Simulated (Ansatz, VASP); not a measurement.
## LiMgF3 in two plane-wave programs

Wanted: the spread between two codes on one cell, functional and k mesh. The cell is generated by rule, not measured, and may not be a known phase. Of the first pair: The cell is taken from a series of runs on this material, whose earlier steps may have relaxed, scaled, displaced or heated it; both programs get it as it stands.

Calculated with Ansatz 0.2.0; plane waves, with VASP 6.6.1 beside it; relaxation of cell and atoms at PBEsol.

## Step 1: The structure

Symmetry: Amm2, No. 38, orthorhombic system. Conventional cell: a = 3.834 Å, b = 5.429 Å, c = 5.767 Å, α = 90.00°, β = 90.00°, γ = 90.00°. Nearest to Li lie 5 F at 1.85 to 2.32 Å. Nearest to Mg lie 6 F at 1.92 to 2.04 Å. F has 2 Mg at 1.94 to 2.04 Å and 2 Li at 2.32 Å nearest. F has 1 Li at 1.85 Å and 2 Mg at 1.92 Å nearest. Farther neighbours and most contacts between anions are not listed.

## Step 2: VASP: relaxation of cell and atoms, PBEsol, pair 1

The relaxed volume is the usual yardstick between codes: in a stiff, nearly cubic crystal its relative difference is about their pressure difference at one cell divided by the bulk modulus.

Lines of VASP's logs that name or quote its potential files are left out, and so is its time.

The input, INCAR:

```
SYSTEM = LiMgF3
PREC = Accurate
ENCUT = 750
EDIFF = 1E-07
NELM = 120
ISMEAR = 0
SIGMA = 0.01
LREAL = .FALSE.
ALGO = Normal
GGA = PS
NBANDS = 19
LORBIT = 11
LWAVE = .FALSE.
LCHARG = .FALSE.
ISIF = 3
IBRION = 2
NSW = 80
EDIFFG = -0.005
LASPH = .TRUE.
GGA_COMPAT = .FALSE.
NELMIN = 4
EFERMI = MIDGAP
KPAR = 2
```

The input, POSCAR:

```
LiMgF3
1.0
    3.8344880000      0.0000000000      0.0000000000
    0.0000000000      2.7145500000      2.8832940000
    0.0000000000     -2.7145500000      2.8832940000
Li Mg F
1 1 3
Direct
    0.0000000000      0.8482950403      0.8482950403
    0.5000000000      0.4984108454      0.4984108454
    0.5000000000      0.5493687382      0.0077721569
    0.5000000000      0.0077721569      0.5493687382
    0.0000000000      0.5275516475      0.5275516475
```

The input, KPOINTS:

```
Automatic mesh
0
Gamma
6 6 6
0 0 0
```

The projector-augmented-wave data sets are Li_sv, Mg and F (PBE family, release 64).

Started as:

```sh
$ mpirun -np 2 vasp_std
```

Numbers of over 12 decimals in the logs are rounded to 6 here.

The log of the run:

```text
[banner, memory and clock lines left out]
running    2 mpi-ranks, on    1 nodes
 distrk:  each k-point on    1 cores,    2 groups
 distr:  one band on    1 cores,    1 groups

 POSCAR found type information on POSCAR LiMgF
 POSCAR found :  3 types and       5 ions
|                                                                             |
|               ----> ADVICE to this user running VASP <----                  |
|                                                                             |
|     You enforced a specific xc type in the INCAR file but a different       |
|     [... a line on the potential file left out ...]
|     I HOPE YOU KNOW WHAT YOU ARE DOING!                                     |
|                                                                             |

 LDA part: xc-table for (Slater+PW92), standard interpolation
 POSCAR, INCAR and KPOINTS ok, starting setup
 FFT: planning ... GRIDC
 FFT: planning ... GRID_SOFT
 FFT: planning ... GRID
 WAVECAR not read
 entering main loop
       N       E                     dE             d eps       ncg     rms          rms(c)
DAV:   1     0.205382220335E+03    0.20538E+03   -0.17162E+04  1976   0.176E+03
DAV:   2    -0.133544702021E+02   -0.21874E+03   -0.21311E+03  2424   0.355E+02
DAV:   3    -0.265903967073E+02   -0.13236E+02   -0.13183E+02  2904   0.838E+01
DAV:   4    -0.273314114026E+02   -0.74101E+00   -0.73937E+00  3214   0.114E+01
DAV:   5    -0.273378355530E+02   -0.64242E-02   -0.64239E-02  2533   0.128E+00    0.805E+00
DAV:   6    -0.254673387721E+02    0.18705E+01   -0.68819E+00  2249   0.189E+01    0.276E+00
DAV:   7    -0.254299715488E+02    0.37367E-01   -0.12856E-01  2552   0.254E+00    0.171E+00
DAV:   8    -0.254311107616E+02   -0.11392E-02   -0.72944E-02  2336   0.292E+00    0.284E-01
DAV:   9    -0.254333626217E+02   -0.22519E-02   -0.96154E-03  2946   0.708E-01    0.138E-01
DAV:  10    -0.254358662628E+02   -0.25036E-02   -0.22802E-03  2125   0.344E-01    0.388E-02
DAV:  11    -0.254359726732E+02   -0.10641E-03   -0.15306E-04  2609   0.100E-01    0.149E-02
DAV:  12    -0.254359999184E+02   -0.27245E-04   -0.56498E-05  2203   0.623E-02    0.877E-03
DAV:  13    -0.254359994246E+02    0.49382E-06   -0.51484E-06  2707   0.219E-02    0.177E-03
DAV:  14    -0.254359997833E+02   -0.35870E-06   -0.10505E-06  2222   0.817E-03    0.125E-03
DAV:  15    -0.254359997933E+02   -0.99931E-08   -0.12928E-07  2228   0.317E-03
   1 F= -.25436000E+02 E0= -.25436000E+02  d E =-.254360E+02
[...]
2 F= -.25436892E+02 E0= -.25436892E+02  d E =-.892390E-03
[...]
3 F= -.25436954E+02 E0= -.25436954E+02  d E =-.954536E-03
[...]
4 F= -.25437061E+02 E0= -.25437061E+02  d E =-.106269E-03
[...]
5 F= -.25437127E+02 E0= -.25437127E+02  d E =-.172488E-03
 curvature:  -1.50 expect dE=-0.373E-04 dE for cont linesearch -0.499E-07
 trial: gam= 0.18928 g(F)=  0.801E-05 g(S)=  0.169E-04 ort = 0.211E-05 (trialstep = 0.141E+01)
 search vector abs. value=  0.305E-04
 bond charge predicted
       N       E                     dE             d eps       ncg     rms          rms(c)
DAV:   1    -0.254371803290E+02   -0.53528E-04   -0.10434E-02  1976   0.907E-01    0.486E-02
DAV:   2    -0.254371673589E+02    0.12970E-04   -0.15694E-04  2507   0.107E-01    0.266E-02
DAV:   3    -0.254371563853E+02    0.10974E-04   -0.12255E-05  2647   0.392E-02    0.684E-03
DAV:   4    -0.254371556811E+02    0.70425E-06   -0.19778E-06  2467   0.145E-02    0.136E-03
DAV:   5    -0.254371556981E+02   -0.17039E-07   -0.13573E-07  1619   0.328E-03
   6 F= -.25437156E+02 E0= -.25437156E+02  d E =-.288810E-04
 trial-energy change:   -0.000029  1 .order   -0.000029   -0.000036   -0.000022
 step:   3.5623(harm=  3.5623)  dis= 0.00203  next Energy=   -25.437172 (dE=-0.451E-04)
 reached required accuracy - stopping structural energy minimisation
```

Parts of OUTCAR (step 2):

```text
ion  position               nearest neighbor table
   1  0.000  0.848  0.848-   5 1.85   2 2.78   2 2.78
   2  0.500  0.498  0.498-   5 1.92   5 1.92   3 1.94   4 1.94   4 2.04   3 2.04   1 2.78   1 2.78

  LATTYP: Found a base centered orthorhombic cell.
 ALAT       =     5.4291000000
 B/A-ratio  =     1.0621627894
 C/A-ratio  =     0.7062842828

 Subroutine GETGRP returns: Found  4 space group operations
 (whereof  4 operations were pure point group operations)

The static configuration has the point symmetry C_2v.

 Found     52 irreducible k-points:

   k-points           NKPTS =     52   k-points in BZ     NKDIM =     52   number of bands    NBANDS=     19

   dimension x,y,z NGX =    36 NGY =   36 NGZ =   36
   dimension x,y,z NGXF=    72 NGYF=   72 NGZF=   72

   ENCUT  =  750.0 eV  55.12 Ry    7.42 a.u.   8.56  8.84  8.84*2*pi/ulx,y,z

   NELECT =      26.0000    total number of electrons

 k-points in reciprocal lattice and weights: Automatic mesh
   0.00000000  0.00000000  0.00000000       0.005
   0.16666667  0.00000000  0.00000000       0.009
   0.33333333  0.00000000  0.00000000       0.009
   0.50000000  0.00000000  0.00000000       0.005
   0.00000000  0.16666667  0.00000000       0.019
   0.16666667  0.16666667  0.00000000       0.037
   0.33333333  0.16666667  0.00000000       0.037
   0.50000000  0.16666667  0.00000000       0.019
   0.00000000  0.33333333 -0.00000000       0.019
[...]
0.33333333  0.50000000  0.50000000       0.009
   0.50000000  0.50000000  0.50000000       0.005

 average (electrostatic) potential at core
       1 -63.2947       2 -38.1201       3 -77.7518       4 -77.7518       5 -78.3078

 E-fermi :   1.1952

 k-point     1 :       0.0000    0.0000    0.0000
  band No.  band energies     occupation
    ...
      9      -2.8004      2.00000
     10      -2.6675      2.00000
     11      -2.6514      2.00000
     12      -2.5992      2.00000
     13      -2.1657      2.00000
     14       4.2121      0.00000
     15      10.0922      0.00000
     16      10.5846      0.00000
     17      12.1209      0.00000
     18      12.5054      0.00000
    ...

 k-point     2 :       0.1667    0.0000    0.0000
  band No.  band energies     occupation
    ...
      9      -2.9316      2.00000
     10      -2.9238      2.00000
     11      -2.7232      2.00000
     12      -2.6084      2.00000
     13      -2.1635      2.00000
     14       4.6189      0.00000
     15      10.3798      0.00000
     16      10.4719      0.00000
     17      11.2281      0.00000
     18      13.1679      0.00000
    ...

 k-point     3 :       0.3333    0.0000    0.0000
  band No.  band energies     occupation
    ...
      9      -3.4147      2.00000
     10      -3.2598      2.00000
     11      -2.8668      2.00000
     12      -2.6348      2.00000
     13      -2.1558      2.00000
     14       5.6736      0.00000
     15       8.8380      0.00000
     16      10.9397      0.00000
     17      12.0074      0.00000
     18      13.3984      0.00000
    ...

  Total        0.0068100      0.0126338     -0.0234693      0.0000000      0.0000000      0.0000000
  in kB        0.1834060      0.3402522     -0.6320705      0.0000000      0.0000000      0.0000000
  external PRESSURE =      -0.0361374 kB  Pullay stress =       0.0000000 kB

  energy-cutoff  :      750.00
  volume of cell :       59.49
      direct lattice vectors                 reciprocal lattice vectors
     3.825552368  0.000000000  0.000000000     0.261400160  0.000000000  0.000000000
     0.000000000  2.704631125  2.874834499     0.000000000  0.184868094  0.173923055
     0.000000000 -2.704631125  2.874834499     0.000000000 -0.184868094  0.173923055

 POSITION                                       TOTAL-FORCE (eV/Angst)
 -----------------------------------------------------------------------------------
      0.00000      0.00000      4.88513         0.000000      0.000000      0.003849
      1.91278      0.00000      2.86689         0.000000      0.000000      0.000266
      1.91278      1.46412      1.59983         0.000000     -0.001894     -0.004448
      1.91278     -1.46412      1.59983         0.000000      0.001894     -0.004448
      0.00000      0.00000      3.02806         0.000000      0.000000      0.004780
 -----------------------------------------------------------------------------------
    total drift:                                0.000000     -0.000002      0.000799

  FREE ENERGIE OF THE ION-ELECTRON SYSTEM (eV)
  ---------------------------------------------------
  free  energy   TOTEN  =       -25.4371556981 eV

  energy  without entropy=      -25.4371556981  energy(sigma->0) =      -25.43715570

 reached required accuracy - stopping structural energy minimisation

 total charge
# of ion       s       p       d       tot
------------------------------------------
    1        2.003   0.031   0.000   2.034
    2        0.136   0.178   0.091   0.405
    3        1.723   4.399   0.000   6.122
    4        1.723   4.399   0.000   6.122
    5        1.724   4.429   0.000   6.154
--------------------------------------------------
tot          7.310  13.436   0.091  20.836

[... 3 further parts left out ...]
```

CONTCAR:

```
LiMgF3
   1.00000000000000
     3.8255523683262869    0.0000000000000000    0.0000000000000000
     0.0000000000000000    2.7046311245010179    2.8748344994617296
     0.0000000000000000   -2.7046311245010179    2.8748344994617296
  Li              Mg              F
     1     1     3
Direct
     0.0000000000000000    0.8496364533549886    0.8496364533549886
     0.5000000000000000    0.4986179575414371    0.4986179575414371
     0.5000000000000000    0.5489167979924187    0.0075775914247412
     0.5000000000000000    0.0075775914247412    0.5489167979924187
     0.0000000000000000    0.5266496279864215    0.5266496279864215
```

The run keeps the 4 symmetry operations of its start, so it cannot find a distortion of lower symmetry.

## Step 3: Ansatz: relaxation of cell and atoms, PBEsol, pair 1

Ansatz runs on its PAW soft_1 files.

The same cell, functional and mesh now go to Ansatz, which takes its cutoff from its data sets.

The input, input.yaml:

```yaml
crystal:
  lattice:
    - [3.8344878662, 0.0, 0.0]
    - [0.0, 2.7145495594, 2.8832940541]
    - [0.0, -2.7145495594, 2.8832940541]
  atoms:
    - { symbol: Li, position: [0.0, 0.8482950162, 0.8482950162] }
    - { symbol: Mg, position: [0.5, 0.4984108147, 0.4984108147] }
    - { symbol: F, position: [0.5, 0.5493688067, 0.007772183] }
    - { symbol: F, position: [0.5, 0.007772183, 0.5493688067] }
    - { symbol: F, position: [0.0, 0.5275515576, 0.5275515576] }
kpoints:
  mp_grid: { grid: [6, 6, 6] }
hamiltonian:
  xc: pbesol
  pseudopotentials: { kind: paw, azcp: { folder: soft_1 }, xc_functional: pbe }
scf:
  occupations: { method: fixed }
output:
  forces: true
  stress: true
  eigenvalues: true
relax:
  adjacent_minimum: "off"
  f_tol: 0.001
  max_steps: 60
  cell: { stress_tol: 0.01 }
```

Started as:

```sh
$ ansatz run input.yaml --threads 8 --pin off --max-ram 16384MiB --backend cpu --events-out ev --progress --plain --runs-dir out
```

The log of the run:

```text
Engine: ansatz 0.2.0, x86_64-unknown-linux-gnu
Pseudopotentials: kind: paw
Pseudopotential: Li, paw, valence charge 3, recommended cutoff 420 eV (normal), soft_1/Li.paw.azcp
Pseudopotential: Mg, paw, valence charge 10, recommended cutoff 420 eV (normal), soft_1/Mg.paw.azcp
Pseudopotential: F, paw, valence charge 7, recommended cutoff 420 eV (normal), soft_1/F.paw.azcp
Functional definition: PBEsol
  exchange = pbesol_x
  correlation = pbesol_c
Crystal: 5 atoms, lattice volume = 60.024 Å³
Basis set: ecut = 420 eV, 1205 PW (Γ), exchange–correlation on 54×54×54 points (8 copies of the dense FFT grid, shifted against one another)
Bands: 22, of which v1, the nominal top of the filled ones, is band 17 counted from 1 (16 counted from 0)
Symmetry: 4 space group operations
Space group: Amm2 (ITA 38), of the structure as read, at distance tolerance 3.9e-5 Å
k-points: 52 of 216 (time reversal used)
Non-local potential: Li, projectors of the file, l = 0: 3, l = 1: 2, l = 2: 1
Non-local potential: Mg, projectors of the file, l = 0: 3, l = 1: 2, l = 2: 1
Non-local potential: F, projectors of the file, l = 0: 2, l = 1: 2, l = 2: 1
PAW form: soft (Blöchl's): semilocal exchange-correlation on the pseudo side does not see the compensation charge
PAW frozen core: Mg, regenerated for the run's functional, and the local potential with it (the file was generated under x = pbe(κ = 0.804, μ = 0.219515), c = pbe(β = 0.066725))
PAW frozen core: F, regenerated for the run's functional, and the local potential with it (the file was generated under x = pbe(κ = 0.804, μ = 0.219515), c = pbe(β = 0.066725))
PAW one-centre angular grid: Li, 110 points (default); XC on 64 Gauss nodes
PAW one-centre angular grid: Mg, 110 points (default); XC on 64 Gauss nodes
PAW one-centre angular grid: F, 110 points (default); XC on 64 Gauss nodes
Initial density: superposition of atomic densities (chi_scale 0.1, normalization cell, long waves kept (reshape's long-wave potential 0.02 eV rms))
Initial wavefunctions: pseudopotential atomic-orbital guess
Functional: x = pbesol(κ = 0.804, μ = 0.123457), c = pbesol(β = 0.046)
SCF iter   1: F=—  HF=-4525.139795 eV  |F-HF|=—  |Δ(HF+E_count)|=         —  Δρ=1.00e-1  dr2=4.28e0  ethr=3.10e-3  ⟨swp⟩=4.9  Hψ=5054  notcnv=0  defer=153
preconditioner: auto → Resta (q_TF=auto, 2.482 Å⁻¹)  ε∞=2.8  [insulator: Δε(μ)=4.901 eV  Ē_g=17.316 eV  n_scr=18 (ndim 8)  ℏωp=23.5 eV  f_vac=0.048  ε∞_Penn≈2.8]
SCF iter   2: F=—  HF=-4524.037031 eV  |F-HF|=—  |Δ(HF+E_count)|=    1.10e0  Δρ=4.39e-2  dr2=1.09e0  ethr=3.10e-3  ⟨swp⟩=2.1  Hψ=2592  notcnv=0  defer=95
SCF iter   3: F=—  HF=-4523.817290 eV  |F-HF|=—  |Δ(HF+E_count)|=   2.20e-1  Δρ=1.88e-2  dr2=2.03e-1  ethr=3.10e-3  ⟨swp⟩=2.5  Hψ=2123  notcnv=0  defer=132
SCF iter   4: F=—  HF=-4523.769517 eV  |F-HF|=—  |Δ(HF+E_count)|=   4.78e-2  Δρ=4.21e-3  dr2=1.57e-2  ethr=5.97e-4  ⟨swp⟩=2.1  Hψ=1801  notcnv=0  defer=149
SCF iter   5: F=—  HF=-4523.772647 eV  |F-HF|=—  |Δ(HF+E_count)|=   3.13e-3  Δρ=1.94e-3  dr2=2.03e-3  ethr=4.62e-5  ⟨swp⟩=2.3  Hψ=2129  notcnv=0  defer=152
SCF iter   6: F=—  HF=-4523.774461 eV  |F-HF|=—  |Δ(HF+E_count)|=   1.81e-3  Δρ=1.45e-3  dr2=8.03e-4  ethr=5.97e-6  ⟨swp⟩=3.0  Hψ=1902  notcnv=0  defer=156
SCF iter   7: F=—  HF=-4523.774810 eV  |F-HF|=—  |Δ(HF+E_count)|=   3.49e-4  Δρ=2.03e-4  dr2=2.03e-5  ethr=2.36e-6  ⟨swp⟩=2.9  Hψ=1873  notcnv=0  defer=156
SCF iter   8: F=—  HF=-4523.774818 eV  |F-HF|=—  |Δ(HF+E_count)|=   7.83e-6  Δρ=3.29e-5  dr2=4.07e-7  ethr=5.98e-8  ⟨swp⟩=2.0  Hψ=2050  notcnv=0  defer=156
SCF iter   9: F=-4523.774820 eV  HF=-4523.774819 eV  |F-HF|=1.41e-7  |Δ(HF+E_count)|=   1.89e-6  Δρ=6.04e-6  dr2=1.87e-8  ethr=2.94e-10  ⟨swp⟩=10.8  Hψ=6336  notcnv=0
SCF 1 converged in 9 iterations: F = -4523.774820 eV  dr2 = 1.87e-8
  greatest PAW one-centre occupation: 1.000 electrons in one spin orbital (limit 2), on the Mg atom at site 1 (counted from 0), in its partial waves of l = 0
relax step   1: F+E_penalty+E_count = -4523.77481964 eV  Δ(F+E_penalty+E_count) = +0.000e0 eV  max|allowed force component| = 1.079e-3 eV/Å  Δτ_max = 0.0000 Å  P = +0.000 GPa  Ω = 60.024 Å³  (9 SCF iters, dr2 threshold 1.00e-7 eV, accepted)
[...]
relax step   2: F+E_penalty+E_count = -4523.77482001 eV  Δ(F+E_penalty+E_count) = -3.708e-7 eV  max|allowed force component| = 9.213e-4 eV/Å  Δτ_max = 0.0001 Å  P = +0.000 GPa  Ω = 60.024 Å³  energy of the carried Pulay correction = +2.712e-8 eV  (7 SCF iters, dr2 threshold 7.28e-11 eV, accepted)
[...]
relax step   3: F+E_penalty+E_count = -4523.77481220 eV  Δ(F+E_penalty+E_count) = +7.806e-6 eV  max|allowed force component| = 9.249e-4 eV/Å  Δτ_max = 0.0000 Å  P = +0.000 GPa  Ω = 60.024 Å³  stress off target by 1.87e-3 GPa  SCF on the basis re-selected at this cell (its energy is not comparable with the rows above)  (10 SCF iters)
basis re-selected at this cell: Δ(F+E_penalty+E_count) = +7.806e-6 eV, ΔP = -0.000 GPa vs the last step (what re-selecting the basis moved, of the pressure what is left beyond the Pulay correction that the steps carried, after the strain that the cell walked since its last selection, with what the two solves' SCF thresholds leave and, on support functions, any second-order correction that the steps lacked; it is no m [...]
SCF converged after 10 iterations
Free energy (F): -4523.774812 eV
Harris-Foulkes:  -4523.774812 eV  (|F-HF|=9.09e-13)
Internal energy: -4523.774812 eV  (E = F + TS)
E sigma→0 (E₀):  -4523.774812 eV
Fermi energy:    0.636274 eV
--- Per-component energies (eV) ---
  E_band       = -578.708176
  E_kinetic    = 683.086417
  E_local      = -4058.812400  (includes V_loc(G=0)·N_el)
  E_nonlocal   = 438.107813
  E_hartree    = 1488.659409
  E_xc         = -264.912424
  E_vxc        = -342.121949  (∫ρ·V_xc dr)
  E_paw        = -906.740389  (= ΣΔE_a)
  E_vpaw       = -276.288879  (= ΣTr[D̂ρ^β])
  E_aug_tail   = 0.001999  (compensation charges beyond the density's cutoff)
  E_ewald      = -1903.351428
  E_core_change = 0.186190  (= ΣΔE_core)
  E_smearing   = -0.000000  (= −TS)
  E_closure    = -0.000000  (closes the sum)
  Σ components = -4523.774812   (vs F -4523.774812, Δ=0.00e0)
--- Forces (eV/Å), atoms counted from 1 ---
  atom   1  Li     0.00000000     0.00000000    -0.00024945
  atom   2  Mg     0.00000000     0.00000000    -0.00092150
  atom   3  F      0.00000000    -0.00034317     0.00038333
  atom   4  F      0.00000000     0.00034317     0.00038333
  atom   5  F      0.00000000     0.00000000     0.00042115
  max |Σ_I F_I| component: 1.69e-5 eV/Å
--- Stress (GPa, compression-positive) ---
        0.000176       0.000000       0.000000
        0.000000      -0.000691       0.000000
        0.000000       0.000000       0.001867
  P = ⅓ Tr σ = 0.0005 GPa (0.005 kbar)
--- Band table (eV; the first three rows and the last of 52) ---
  k-point 0: bands = [... 13 lower, -0.2040, -0.1821, -0.1304, 0.2945, 6.6552, 12.5248, 12.9620, 14.5584, ... 1 higher]
  k-point 1: bands = [... 13 lower, -0.2994, -0.2307, -0.1769, 0.1573, 7.0309, 12.0548, 13.1058, 14.4618, ... 1 higher]
  k-point 2: bands = [... 13 lower, -0.5062, -0.3178, -0.1678, -0.0672, 7.9519, 10.8501, 13.7722, 14.2819, ... 1 higher]
  k-point 51: bands = [... 13 lower, -0.5623, 0.1147, 0.2987, 0.6363, 9.9024, 12.6497, 12.7857, 13.4938, ... 1 higher]
--- Relaxed structure (2 steps of the walk, 2 accepted, 1 SCFs on fresh bases) ---
  F+E_penalty+E_count = -4523.77481220 eV   max|allowed force component| = 9.249e-4 eV/Å   (the final SCF, on the basis selected at the relaxed cell)
  cell:  # Å, volume = 60.0239 Å³
    - [3.834512, 0.0, 0.0]
    - [0.0, 2.714344, 2.883493]
    - [0.0, -2.714344, 2.883493]
  atoms:
    - { symbol: Li, position: [0.0, 0.848279, 0.848279] }
    - { symbol: Mg, position: [0.5, 0.498412, 0.498412] }
    - { symbol: F, position: [0.5, 0.549377, 0.00776848] }
    - { symbol: F, position: [0.5, 0.00776848, 0.549377] }
    - { symbol: F, position: [0.0, 0.527561, 0.527561] }
```

## Step 4: Side by side

Known differences besides the potentials themselves: fixed occupations in Ansatz, narrow Gaussian smearing in VASP; the data sets hold 34 valence electrons in Ansatz (on its PAW soft_1 files) and 26 in VASP; the cutoff is 420 eV in Ansatz and 750 eV in VASP; Ansatz makes its cores anew for this functional, VASP keeps those of its PBE data sets; Ansatz adds a Pulay correction to the stress that steers its cell, VASP none. Total energies have different zeros and are not compared.

Compared:

| quantity | Ansatz | VASP | difference |
| --- | --- | --- | --- |
| volume (Å³) | 60.02 | 59.49 | +0.90 % |
| edge a after relaxation, in the typed setting (Å) | 3.834 | 3.826 | +0.23 % |
| edge b after relaxation, in the typed setting (Å) | 3.960 | 3.947 | +0.33 % |

(Part 1 of 2 ends here.)

[Lines on the potential files, build, host, timing and source positions are cut from VASP's logs without a mark.]

[Logs are printed without paths, hosts, clocks, repeated set-up lines and the standing remarks that a program may print on its own settings, such as how far it seeks lower states.]

[Hosts, paths, dates, database ids (printed as entryN), source tags and the programs' standing remarks are cut or masked in the printed files.]
